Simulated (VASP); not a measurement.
Energy against volume of HfO$_{2}$ (fluorite). All values below come from SCAN meta-GGA, VASP's PBE PAW potentials (set 64) (plane waves; VASP).

```json
[
 {"V (Å³/atom)": "9.899", "E (eV/atom)": "-28.80923"},
 {"V (Å³/atom)": "10.215", "E (eV/atom)": "-28.83824"},
 {"V (Å³/atom)": "10.531", "E (eV/atom)": "-28.84766"},
 {"V (Å³/atom)": "10.847", "E (eV/atom)": "-28.84033"},
 {"V (Å³/atom)": "11.163", "E (eV/atom)": "-28.81862"}
]
```

Task: Fit a third-order Birch-Murnaghan equation of state.

Result: 
The volume per atom comes out as 10.54 Å³/atom, the bulk modulus is 2820 kbar and the pressure derivative of the bulk modulus is 4.17. The lattice constant a comes out as 5.020 Å.

The compound is HfO2 in the fluorite structure, the high-temperature cubic form, which is unstable at 0 K; the monoclinic form is the stable one. It was relaxed first.
